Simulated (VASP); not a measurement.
SiO₂ (space group Pbcn): computed properties

All values below come from r2SCAN meta-GGA, VASP's PBE PAW potentials (set 64) (plane waves; VASP 6.6.1).

For SiO2, the space group is Pbcn (60) and the cell is a = 4.073 Å, b = 5.031 Å, c = 4.485 Å, α = β = γ = 90.00°. The volume per atom is 7.66 Å^3/atom and the band gap (over mesh and band path) is 6.73 eV. The smallest direct gap (over mesh and band path) is 6.73 eV, the band-edge character comes out as direct, Γ to Γ and the density is 4.34 g/cm³.

```cif
data_O8Si4
_chemical_formula_sum 'Si4 O8'
_space_group_name_H-M_alt 'Pbcn'
_space_group_IT_number 60
_space_group_name_Hall '-P 2n 2ab'
_cell_length_a 4.07272
_cell_length_b 5.03055
_cell_length_c 4.48543
_cell_angle_alpha 90.000
_cell_angle_beta 90.000
_cell_angle_gamma 90.000
loop_
_space_group_symop_operation_xyz
  'x, y, z'
  '-x, -y, -z'
  '-x+1/2, -y+1/2, z+1/2'
  'x+1/2, y+1/2, -z+1/2'
  'x+1/2, -y+1/2, -z'
  '-x+1/2, y+1/2, z'
  '-x, y, -z+1/2'
  'x, -y, z+1/2'
loop_
_atom_site_label
_atom_site_type_symbol
_atom_site_symmetry_multiplicity
_atom_site_Wyckoff_symbol
_atom_site_fract_x
_atom_site_fract_y
_atom_site_fract_z
_atom_site_occupancy
Si1 Si 4 c 0.00000 0.15242 0.25000 1
O1 O 8 d 0.26878 0.38214 0.08047 1
```

The structure comes from a computed database's SiO2 entry (Pbcn); how it stands against other phases isn't given here. It was relaxed first. Symmetry was kept, so distortions that lower it aren't found.
